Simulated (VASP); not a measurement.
Write the native input for VASP 6.6.1 that does the following.

```yaml
Task: relaxation of cell and atoms
Functional: PBE
Potentials_or_basis: VASP PAW PBE potentials, release 64 (Ta_pv, Si, N)
Cutoff: 520 eV
k_mesh: 3 × 3 × 3
Occupations: gaussian, width 0.15 eV
Spin: no spin polarisation
Further_INCAR_settings: PREC = Normal; ALGO = Fast; EDIFF = 0.0001; IBRION = 2; EDIFFG = -0.08; NSW = 24; ISIF = 3
```

The structure of Ta3Si3N lies in POSCAR:

```
Ta3Si3N
1.0
    4.8953580300      0.0000000000      0.0000000000
    0.0000000000      4.8953580300      0.0000000000
    0.0000000000      0.0000000000      4.8953580300
Ta Si N
3 3 1
Direct
    0.0000000000      0.5000000000      0.5000000000
    0.5000000000      0.0000000000      0.5000000000
    0.5000000000      0.5000000000      0.0000000000
    0.5000000000      0.0000000000      0.0000000000
    0.0000000000      0.5000000000      0.0000000000
    0.0000000000      0.0000000000      0.5000000000
    0.5000000000      0.5000000000      0.5000000000
```

The cell was built by a generator and needn't be a form met in nature.

One way to write it, as run:

INCAR

```
SYSTEM = Ta3Si3N
ALGO = Fast
EDIFF = 1E-4
EDIFFG = -0.08
ENCUT = 520
GGA = PE
IBRION = 2
ISIF = 3
ISMEAR = 0
KPAR = 2
LASPH = .True.
LCHARG = .False.
LREAL = .False.
LWAVE = .False.
NELM = 60
NSW = 24
PREC = Normal
SIGMA = 0.15
```

KPOINTS

```
k-points
0
Gamma
  3 3 3
  0 0 0
```

Potentials or basis: VASP PAW PBE potentials, release 64 (Ta_pv, Si, N).

Command:

```console
$ cat potpaw_PBE.64/Ta_pv/POTCAR potpaw_PBE.64/Si/POTCAR potpaw_PBE.64/N/POTCAR > POTCAR
$ mpirun -np 2 vasp_std > vasp.out
```

Results of the run:

```
Relaxed volume                         : 16.92 Å³/atom
Relaxed cell                           : a = 4.911 Å, b = 4.911 Å, c = 4.911 Å, α = 90.00°, β = 90.00°, γ = 90.00°
Space group after relaxing (to 0.05 Å) : Pm-3m (No. 221)
Energy gained by relaxing              : 0.7 meV/atom
Ionic steps                            : 3
Pressure after relaxing                : -0.1 GPa
Band gap on the k mesh                 : none (metal or under the smearing width)
```

Caveat: the k mesh is coarse (spacing up to 0.43 Å⁻¹), so the values aren't converged.

Run time: 24 s on 2 MPI ranks on Intel(R) Xeon(R) Platinum 8259CL CPU @ 2.50GHz (Skylake/Cascade Lake), on a shared host, peak memory 0.16 GiB a rank.
